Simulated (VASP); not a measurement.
Data:

```
CELL_PARAMETERS angstrom
      3.98972     0.00000     0.00000
      0.00000     4.06952     0.00000
      0.00000     0.00000     5.03190
ATOMIC_POSITIONS crystal
  Pb 0.50000 0.00000 0.76430
  Pb 0.00000 0.50000 0.23570
  O  0.50000 0.50000 0.00000
  O  0.00000 0.00000 0.00000
```

Method: PBEsol GGA, VASP's PBE PAW potentials (set 64) (plane waves; VASP 6.6.1). Run with 600 eV cut-off, 6×6×4 Γ-centred mesh, Gaussian smearing of 0.050 eV, potentials Pb_d O.

Without a dispersion term in the relaxation, distances and binding between the weakly bound layers, chains or molecules are unreliable, and so is what depends on them.

**Question.** Which forces act on the atoms, in eV/Å?

**Answer.** 
```csv
atom,Fx,Fy,Fz
Pb1,0.000,0.000,0.228
Pb2,0.000,0.000,-0.228
O3,0.000,0.000,-0.135
O4,0.000,0.000,0.135
```

**Question.** Give the stress tensor in GPa (positive for a compressed cell).

**Answer.** 
```
-1.28   0.00   0.00
 0.00  -2.50   0.00
 0.00   0.00  -1.15
```
The pressure is its mean diagonal, -1.64 GPa.

The compound is PbO in the litharge structure. This cell was strained or had an atom moved on purpose.
